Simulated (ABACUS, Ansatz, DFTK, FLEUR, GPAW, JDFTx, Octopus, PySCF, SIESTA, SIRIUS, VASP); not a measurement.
## Si: 12 runs at one level of theory

```
Si
1.0
     0.00000    2.72185    2.72185
     2.72185    0.00000    2.72185
     2.72185    2.72185    0.00000
Si
2
Cartesian
  2.7219 2.7219 2.7219
  4.0828 4.0828 4.0828
```

Alike in all runs: functional PBEsol; k mesh 8 × 8 × 8; occupations fermi-dirac, width 0.05 eV; no spin polarisation; no spin-orbit coupling. Pressure is positive in compression and, in plane waves, holds the error of the finite cutoff.

| program and potentials | plane-wave cutoff (eV) | notes | band gap (eV) | pressure (GPa) |
| --- | --- | --- | --- | --- |
| SIESTA, files PseudoDojo sr-pbesol-0.4.1-standard, DZP (energy shift 0.003 Ry) | - | atomic basis | 0.51 | 0.76 |
| ABACUS, PseudoDojo NC SR 0.4.1 PBEsol standard, plane waves | 490 | - | 0.52 | -0.64 |
| SIRIUS, all-electron FP-LAPW, apw+lo standard | - | - | 0.52 | - |
| SIRIUS, PseudoDojo 0.4.1 PBEsol standard (scalar relativistic) | 490 | - | 0.52 | -0.64 |
| DFTK, PseudoDojo SR PBEsol 0.4.1 standard (PBEsol) | 653 | - | 0.52 | -0.63 |
| Ansatz, all-electron LAPW, scalar-relativistic | - | - | ? | ? |
| JDFTx, PseudoDojo-SR-PBEsol-0.4.1-standard with smoothed tails | 490 | - | 0.52 | -0.64 |
| GPAW, PAW data sets generated for this functional | 600 | - | 0.52 | -0.27 |
| FLEUR, all-electron, FLAPW | - | - | 0.52 | - |
| VASP, PBE PAW files Si, 520 eV | 520 | potentials made for PBE | 0.51 | -0.40 |
| Octopus, pseudodojo_pbesol (PseudoDojo 0.4, PBEsol) | - | - | 0.52 | - |
| PySCF, DZVP-MOLOPT-SR/GTH-PBE (potentials made for PBE) | - | atomic basis; potentials made for PBE | 0.56 | - |

Question: Estimate from the other rows what the run with Ansatz, all-electron LAPW, scalar-relativistic gave.

Answer: Band gap 0.52 eV; pressure -0.56 GPa. The other rows, which needn't bracket it: band gap 0.51 to 0.56; pressure -0.64 to 0.76.
